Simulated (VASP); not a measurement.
Energy against volume of Zr (hcp). Calculation: PW91 GGA, VASP's PBE PAW potentials (set 64) (plane waves; VASP). Run with 520 eV cut-off, 13×13×7 Γ-centred mesh, first-order Methfessel-Paxton smearing of 0.10 eV, potentials Zr_sv.

Shape and ions are relaxed at each volume.

| V (Å³/atom) | E (eV/atom) |
|---|---|
| 21.934 | -8.46418 |
| 22.634 | -8.48495 |
| 23.334 | -8.49171 |
| 24.034 | -8.48608 |

Problem. Fit these four points and predict the energy of the run at 24.734 Å³/atom.

Solution. A cubic in V^(−2/3), the third-order Birch-Murnaghan form, passes through the four points with V0 = 23.35 Å³/atom and B0 = 94 GPa, and gives -8.4695 eV/atom there. The run gave -8.4696 eV/atom, -0.1 meV/atom from the fit; all five points give B0 = 94 GPa.

The compound is Zr in the hcp structure. It was relaxed first.
